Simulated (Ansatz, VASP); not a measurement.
# FeGe: VASP beside Ansatz

Wanted: the spread between two codes on one cell, functional and k mesh.

Program: Ansatz 0.2.0. Level of theory: plane waves, with VASP 6.6.1 beside it; single point at r2SCAN. Results are calculated unless marked as measured.

The database entry behind the starting cell differs from later determinations by our own check (about 0.2 % short), so it need not match the best structure at ambient conditions.

**1. Set-up**

It takes space group P2_13 (No. 198, cubic). Conventional cell: a = 4.715 Å, b = 4.715 Å, c = 4.715 Å, α = 90.00°, β = 90.00°, γ = 90.00°. Nearest to Fe lie 7 Ge at 2.37 to 2.65 Å. Nearest to Ge lie 7 Fe at 2.37 to 2.65 Å. Farther neighbours are not listed.

**2. Ansatz: single point, r2SCAN**

Ansatz runs on its default PAW (the set named soft_2) files.

With cell and atoms fixed, the geometry can't cause a difference; cores, projectors, grids and the points listed under the comparison can.

input.yaml reads:

```yaml
crystal:
  lattice:
    - [4.7150076713, 0.0, 0.0]
    - [0.0, 4.7150076713, 0.0]
    - [0.0, 0.0, 4.7150076713]
  atoms:
    - { symbol: Fe, position: [0.1347249393, 0.1347249393, 0.1347249393], spin: 1.0 }
    - { symbol: Fe, position: [0.3652750607, 0.8652750607, 0.6347249393], spin: 1.0 }
    - { symbol: Fe, position: [0.6347249393, 0.3652750607, 0.8652750607], spin: 1.0 }
    - { symbol: Fe, position: [0.8652750607, 0.6347249393, 0.3652750607], spin: 1.0 }
    - { symbol: Ge, position: [0.8446083847, 0.8446083847, 0.8446083847] }
    - { symbol: Ge, position: [0.6553916153, 0.1553916153, 0.3446083847] }
    - { symbol: Ge, position: [0.3446083847, 0.6553916153, 0.1553916153] }
    - { symbol: Ge, position: [0.1553916153, 0.3446083847, 0.6553916153] }
hamiltonian:
  xc: r2scan
  pseudopotentials: { kind: paw }
magnetization:
  spin_polarized: true
kpoints:
  mp_grid: { grid: [10, 10, 10] }
scf:
  occupations: { method: tetrahedron }
output:
  forces: true
  stress: true
```

Command:

```console
$ ansatz run input.yaml --threads 4 --pin off --max-ram 9216MiB --backend cpu --events-out ev --progress --plain --runs-dir out
```

Numbers of over 12 decimals in the logs are rounded to 6 here.

The program printed:

```text
Warning: output.forces, output.stress, relax.cell or npt_langevin: where a Kohn–Sham band that disperses or a degenerate level is filled in part under the method tetrahedron, the forces or the stress that this run publishes need not agree with its energy (scf.occupations.method in the input reference, under Limitations); prefer a smearing scheme for the forces or the stress
Engine: ansatz 0.2.0, x86_64-unknown-linux-gnu
Pseudopotentials: kind: paw
Pseudopotential: Fe, paw, valence charge 16, recommended cutoff 500 eV (meta_gga), Fe.paw.azcp
Pseudopotential: Ge, paw, valence charge 14, recommended cutoff 500 eV (meta_gga), Ge.paw.azcp
Functional definition: r2SCAN
  parameter k0 = 0.174
  parameter k1 = 0.065
  parameter a1 = 4.9479
  exchange = r2scan_x(k0 = k0, k1 = k1, a1 = a1)
  correlation = r2scan_c
Crystal: 8 atoms, lattice volume = 104.821 Å³
Basis set: ecut = 500 eV, 2601 PW (Γ), exchange–correlation on 144×144×144 points (64 copies of the dense FFT grid, shifted against one another)
Bands: 75, of which v1, the nominal top of the filled ones, is band 60 counted from 1 (59 counted from 0)
Symmetry: 12 space group operations
Space group: P213 (ITA 198), of the structure as read, at distance tolerance 4.7e-5 Å
Magnetic group: BNS 198.9 (UNI 1511), of the structure as read, at distance tolerance 4.7e-5 Å
k-points: 76 of 1000 (time reversal used)
Non-local potential: Fe, projectors of the file, l = 0: 3, l = 1: 2, l = 2: 3, l = 3: 1
Non-local potential: Ge, projectors of the file, l = 0: 2, l = 1: 2, l = 2: 3, l = 3: 1
PAW form: soft (Blöchl's): semilocal exchange-correlation on the pseudo side does not see the compensation charge
PAW frozen core: Fe, regenerated for the run's functional (the file was generated under x = pbe(κ = 0.804, μ = 0.219515), c = pbe(β = 0.066725))
PAW frozen core: Ge, regenerated for the run's functional (the file was generated under x = pbe(κ = 0.804, μ = 0.219515), c = pbe(β = 0.066725))
PAW one-centre angular grid: Fe, 590 points (default); XC on 160 Gauss nodes
PAW one-centre angular grid: Ge, 590 points (default); XC on 160 Gauss nodes
Initial density: superposition of atomic densities (chi_scale 0.1, normalization cell)
Starting moments: Σ|m| = 4 μB on 4 of 8 sites
Initial wavefunctions: pseudopotential atomic-orbital guess
Functional: x = r2scan, c = r2scan; τ floored in thin density (d = 2e-4 eV/Å³)
SCF iter   1: F=—  HF=-35154.537316 eV  |F-HF|=—  |Δ(HF+E_count)|=         —  Δρ=5.55e-2 (↑5.55e-2 ↓2.92e-2)  dr2=1.01e1  dr2_τ=8.89e-2  dr2_m=3.32e-1  M=4.096 μB ∫|m|=4.691 μB  β_m=1.00  ethr=3.10e-3  ⟨swp⟩=4.9  Hψ=35402  notcnv=0  defer=197
preconditioner: auto → Kerker (q_TF=auto, 2.790 Å⁻¹)  [metal: no gap  n_scr=32 (ndim 8)  ℏωp=34.0 eV  f_vac=0.000]
spin=Collinear: Kerker preconditioning applied to the charge; magnetization (m = ρ↑ − ρ↓) channel mixes plain (no charge-response kernel on spin).
SCF iter   2: F=—  HF=-35153.519139 eV  |F-HF|=—  |Δ(HF+E_count)|=    1.02e0  Δρ=2.63e-2 (↑1.98e-2 ↓2.63e-2)  dr2=1.62e0  dr2_τ=7.36e-3  dr2_m=9.73e-2  M=4.234 μB ∫|m|=5.320 μB  β_m=1.00  ethr=3.10e-3  ⟨swp⟩=2.4  Hψ=16846  notcnv=0  defer=1215  κ⁻¹=1.0e0(r=1)
SCF iter   3: F=—  HF=-35153.403315 eV  |F-HF|=—  |Δ(HF+E_count)|=   1.16e-1  Δρ=1.67e-2 (↑1.48e-2 ↓1.67e-2)  dr2=1.06e0  dr2_τ=3.31e-3  dr2_m=4.17e-2  M=4.392 μB ∫|m|=5.714 μB  β_m=1.00  ethr=1.35e-3  ⟨swp⟩=2.0  Hψ=12653  notcnv=0  defer=1197  κ⁻¹=1.5e-2(r=2)
SCF iter   4: F=—  HF=-35153.364023 eV  |F-HF|=—  |Δ(HF+E_count)|=   3.93e-2  Δρ=1.08e-2 (↑5.86e-3 ↓1.08e-2)  dr2=6.33e-2  dr2_τ=3.09e-3  dr2_m=5.42e-2  M=4.640 μB ∫|m|=6.115 μB  β_m=1.00  ethr=8.80e-4  ⟨swp⟩=2.1  Hψ=14955  notcnv=0  defer=1197  κ⁻¹=7.9e-5(r=3)
SCF iter   5: F=—  HF=-35153.452965 eV  |F-HF|=—  |Δ(HF+E_count)|=   8.89e-2  Δρ=7.23e-3 (↑6.84e-3 ↓7.23e-3)  dr2=1.51e-2  dr2_τ=7.99e-4  dr2_m=3.95e-2  M=4.883 μB ∫|m|=6.456 μB  β_m=1.00  ethr=5.27e-5  ⟨swp⟩=2.8  Hψ=20118  notcnv=0  defer=1128  κ⁻¹=7.9e-5(r=4)
SCF iter   6: F=—  HF=-35153.547818 eV  |F-HF|=—  |Δ(HF+E_count)|=   9.49e-2  Δρ=8.24e-3 (↑8.24e-3 ↓5.39e-3)  dr2=8.59e-3  dr2_τ=6.02e-4  dr2_m=4.26e-2  M=5.157 μB ∫|m|=6.791 μB  β_m=1.00  ethr=1.25e-5  ⟨swp⟩=2.5  Hψ=20734  notcnv=0  defer=1128  κ⁻¹=1.1e-5(r=5)
SCF iter   7: F=—  HF=-35153.623355 eV  |F-HF|=—  |Δ(HF+E_count)|=   7.55e-2  Δρ=6.72e-3 (↑6.54e-3 ↓6.72e-3)  dr2=2.49e-3  dr2_τ=5.25e-4  dr2_m=4.00e-2  M=5.430 μB ∫|m|=7.110 μB  β_m=1.00  ethr=7.15e-6  ⟨swp⟩=2.7  Hψ=20822  notcnv=0  defer=1128  κ⁻¹=1.1e-5(r=6)
SCF iter   8: F=—  HF=-35153.692449 eV  |F-HF|=—  |Δ(HF+E_count)|=   6.91e-2  Δρ=6.95e-3 (↑6.03e-3 ↓6.95e-3)  dr2=8.04e-3  dr2_τ=4.94e-4  dr2_m=3.54e-2  M=5.687 μB ∫|m|=7.409 μB  β_m=1.00  ethr=2.08e-6  ⟨swp⟩=2.8  Hψ=18453  notcnv=0  defer=1128  κ⁻¹=2.5e-6(r=7)
SCF iter   9: F=—  HF=-35153.757304 eV  |F-HF|=—  |Δ(HF+E_count)|=   6.49e-2  Δρ=7.16e-3 (↑5.27e-3 ↓7.16e-3)  dr2=1.97e-2  dr2_τ=4.64e-4  dr2_m=2.96e-2  M=5.919 μB ∫|m|=7.683 μB  β_m=1.00  ethr=2.08e-6  ⟨swp⟩=2.5  Hψ=20798  notcnv=0  defer=1128  κ⁻¹=1.7e-6(r=8)
SCF iter  10: F=—  HF=-35153.817715 eV  |F-HF|=—  |Δ(HF+E_count)|=   6.04e-2  Δρ=6.91e-3 (↑4.48e-3 ↓6.91e-3)  dr2=2.59e-2  dr2_τ=4.10e-4  dr2_m=2.30e-2  M=6.118 μB ∫|m|=7.926 μB  β_m=1.00  ethr=2.08e-6  ⟨swp⟩=2.6  Hψ=21718  notcnv=0  defer=1118  κ⁻¹=1.2e-6(r=8)
[...]
spin-set hold released at iteration 14 (site moments contracting): the magnetisation degrees of freedom join the quasi-Newton model from the next iteration; the mixer history was flushed
[...]
SCF iter  25: F=—  HF=-35154.220660 eV  |F-HF|=—  |Δ(HF+E_count)|=   7.94e-3  Δρ=2.45e-4 (↑2.45e-4 ↓2.20e-4)  dr2=1.22e-5  dr2_τ=6.24e-7  dr2_m=4.56e-5  M=7.986 μB ∫|m|=10.183 μB  β_m=1.20  ethr=2.93e-7  ⟨swp⟩=3.1  Hψ=23717  notcnv=0  defer=1038  κ⁻¹=2.0e-6(r=8)
SCF iter  26: F=—  HF=-35154.220458 eV  |F-HF|=—  |Δ(HF+E_count)|=   2.01e-4  Δρ=3.72e-4 (↑3.00e-4 ↓3.72e-4)  dr2=1.90e-5  dr2_τ=1.65e-6  dr2_m=1.06e-4  M=7.975 μB ∫|m|=10.152 μB  β_m=1.20  ethr=1.02e-8  ⟨swp⟩=3.1  Hψ=24451  notcnv=0  defer=1038  κ⁻¹=2.0e-6(r=8)
SCF iter  27: F=—  HF=-35154.220415 eV  |F-HF|=—  |Δ(HF+E_count)|=   4.28e-5  Δρ=6.45e-4 (↑5.39e-4 ↓6.45e-4)  dr2=2.62e-5  dr2_τ=4.92e-6  dr2_m=3.34e-4  M=7.973 μB ∫|m|=10.147 μB  β_m=1.20  ethr=1.02e-8  ⟨swp⟩=3.0  Hψ=21801  notcnv=0  defer=1038  κ⁻¹=9.0e-7(r=8)
SCF iter  28: F=—  HF=-35154.220662 eV  |F-HF|=—  |Δ(HF+E_count)|=   2.47e-4  Δρ=5.19e-4 (↑4.67e-4 ↓5.19e-4)  dr2=1.43e-5  dr2_τ=3.36e-6  dr2_m=2.31e-4  M=7.991 μB ∫|m|=10.189 μB  β_m=1.20  ethr=1.02e-8  ⟨swp⟩=3.4  Hψ=25399  notcnv=0  defer=1038  κ⁻¹=4.0e-7(r=8)
SCF iter  29: F=—  HF=-35154.220570 eV  |F-HF|=—  |Δ(HF+E_count)|=   9.19e-5  Δρ=4.12e-4 (↑3.36e-4 ↓4.12e-4)  dr2=1.27e-5  dr2_τ=2.05e-6  dr2_m=1.33e-4  M=7.977 μB ∫|m|=10.158 μB  β_m=1.20  ethr=1.02e-8  ⟨swp⟩=3.3  Hψ=24923  notcnv=0  defer=1040  κ⁻¹=2.9e-6(r=8)
SCF iter  30: F=—  HF=-35154.220679 eV  |F-HF|=—  |Δ(HF+E_count)|=   1.09e-4  Δρ=1.51e-5 (↑1.06e-5 ↓1.51e-5)  dr2=1.25e-7  dr2_τ=3.18e-9  dr2_m=1.09e-7  M=7.984 μB ∫|m|=10.172 μB  β_m=1.20  ethr=1.02e-8  ⟨swp⟩=3.0  Hψ=22426  notcnv=0  defer=1040  κ⁻¹=1.7e-6(r=8)
SCF iter  31: F=—  HF=-35154.220672 eV  |F-HF|=—  |Δ(HF+E_count)|=   7.89e-6  Δρ=4.09e-6 (↑4.09e-6 ↓3.97e-6)  dr2=2.71e-8  dr2_τ=4.44e-10  dr2_m=1.02e-9  M=7.983 μB ∫|m|=10.170 μB  β_m=1.20  ethr=8.33e-11  ⟨swp⟩=7.8  Hψ=49233  notcnv=0  κ⁻¹=1.2e-6(r=8)
SCF iter  32: F=—  HF=-35154.220671 eV  |F-HF|=—  |Δ(HF+E_count)|=   2.73e-7  Δρ=5.66e-6 (↑5.66e-6 ↓2.50e-6)  dr2=1.31e-8  dr2_τ=1.54e-10  dr2_m=9.83e-9  M=7.983 μB ∫|m|=10.170 μB  β_m=1.20  ethr=2.26e-11  ⟨swp⟩=3.0  Hψ=30332  notcnv=0  κ⁻¹=3.2e-7(r=8)
SCF iter  33: F=—  HF=-35154.220673 eV  |F-HF|=—  |Δ(HF+E_count)|=   1.62e-6  Δρ=3.02e-6 (↑3.02e-6 ↓1.45e-6)  dr2=4.18e-9  dr2_τ=5.54e-11  dr2_m=2.51e-9  M=7.983 μB ∫|m|=10.170 μB  β_m=1.20  ethr=1.09e-11  ⟨swp⟩=3.1  Hψ=30444  notcnv=0  κ⁻¹=1.9e-7(r=8)
SCF iter  34: F=-35154.220675 eV  HF=-35154.220675 eV  |F-HF|=2.76e-10  |Δ(HF+E_count)|=   1.60e-6  Δρ=6.39e-7 (↑5.80e-7 ↓6.39e-7)  dr2=5.76e-10  dr2_τ=1.38e-11  dr2_m=3.47e-11  M=7.983 μB ∫|m|=10.171 μB  ethr=3.49e-12  ⟨swp⟩=3.1  Hψ=30395  notcnv=0
SCF 1 converged in 34 iterations: F = -35154.220675 eV  dr2 = 5.76e-10
  greatest PAW one-centre occupation: 1.005 electrons in one spin orbital (limit 2), on the Fe atom at site 3 (counted from 0), in its partial waves of l = 1
this state was not tested for a lower state beside it, because cold or Methfessel-Paxton smearing, or corrected tetrahedra, fill the levels in a way that the test cannot read (fill_not_monotonic; see scf.lower_state_search)
SCF converged after 34 iterations
Magnetization: 7.9831 μB (63.9916 up, 56.0084 down)
Absolute magnetization: 10.1713 μB (∫|ρ↑−ρ↓|, with the PAW one-centre terms)
Spin contamination: 0.5320 ħ² per cell (⟨S²⟩ above its minimum at these occupations)
Per-site moments (μB) at R_I (Å): [(2.236126, 0.977326), (2.236126, 0.977326), (2.236126, 0.977326), (2.236126, 0.977326), (-0.084952, 0.977326), (-0.084952, 0.977326), (-0.084952, 0.977326), (-0.084952, 0.977326)]
Free energy (F): -35154.220675 eV
Harris-Foulkes:  -35154.220675 eV  (|F-HF|=2.76e-10)
Internal energy: -35154.220488 eV  (E = F + TS)
E sigma→0 (E₀):  -35154.220675 eV
Entropy (-TS):   -0.000186 eV (-0.023 meV/atom)
Fermi energy:    16.791801 eV
--- Per-component energies (eV) ---
  E_band       = -1266.238304
  E_kinetic    = 1856.527354
  E_local      = -16531.700245  (includes V_loc(G=0)·N_el)
  E_nonlocal   = 2575.535460
  E_hartree    = 7156.150476
  E_xc         = -733.228356
  E_vxc        = -950.509813  (∫ρ·V_xc dr)
  E_paw        = -13654.996179  (= ΣΔE_a)
  E_vpaw       = -2592.622511  (= ΣTr[D̂ρ^β])
  E_aug_tail   = 0.001152  (compensation charges beyond the density's cutoff)
  E_vtau       = 64.227948  (kinetic-family band-sum trace: ∫τ·v_τ [+ j·A + Jᵃ·Aᵃ] dr)
  E_ewald      = -15817.009186
  E_core_change = -5.500963  (= ΣΔE_core)
  E_smearing   = -0.000186  (= −TS)
  E_closure    = 0.000000  (closes the sum)
  Σ components = -35154.220675   (vs F -35154.220675, Δ=0.00e0)
--- Forces (eV/Å), atoms counted from 1 ---
  atom   1  Fe    -0.00750150    -0.00750150    -0.00750150
  atom   2  Fe     0.00750150     0.00750150    -0.00750150
  atom   3  Fe    -0.00750150     0.00750150     0.00750150
  atom   4  Fe     0.00750150    -0.00750150     0.00750150
  atom   5  Ge     0.00968897     0.00968897     0.00968897
  atom   6  Ge    -0.00968897    -0.00968897     0.00968897
  atom   7  Ge     0.00968897    -0.00968897    -0.00968897
  atom   8  Ge    -0.00968897     0.00968897    -0.00968897
  max |Σ_I F_I| component: 1.18e-16 eV/Å
--- Stress (GPa, compression-positive) ---
        0.429959       0.000000      -0.000000
        0.000000       0.429959       0.000000
       -0.000000       0.000000       0.429959
  P = ⅓ Tr σ = 0.4300 GPa (4.300 kbar)
--- Band table (eV; the first three rows and the last of 152) ---
  k-point 0 ↑: bands = [... 56 lower, 14.3690, 14.5825, 14.5825, 14.5825, 14.9876, 14.9876, 14.9876, 17.7533, ... 11 higher]
  k-point 1 ↑: bands = [... 56 lower, 14.3851, 14.4068, 14.5082, 14.7115, 14.9253, 14.9698, 15.3335, 17.2637, ... 11 higher]
  k-point 2 ↑: bands = [... 56 lower, 14.3168, 14.3180, 14.4387, 14.6443, 14.9214, 14.9486, 16.0732, 16.8178, ... 11 higher]
  k-point 75 ↓: bands = [... 56 lower, 16.8028, 16.8028, 16.8028, 16.8028, 17.9288, 17.9288, 17.9288, 17.9288, ... 11 higher]
```

Elapsed: 2.5 min, on 4 threads of Intel Xeon Platinum 8488C (Sapphire Rapids), shared host; peak memory 1.4 GiB.

In the SCF lines HF is the Harris–Foulkes energy and dr2 the Hartree energy of the density residual, in eV; the loop may stop once dr2 is under the threshold and the program's other checks hold. Hψ counts applications of the Hamiltonian.

The run ends at a pressure of 0.43 GPa, with forces up to 0.017 eV/Å.

(Part 1 of 2 ends here.)

[Lines on the potential files, build, host, timing and source positions are cut from VASP's logs without a mark.]

[Logs are printed without paths, hosts, clocks, repeated set-up lines and the standing remarks that a program may print on its own settings, such as how far it seeks lower states.]

[Hosts, paths, dates, database ids (printed as entryN), source tags and the programs' standing remarks are cut or masked in the printed files.]
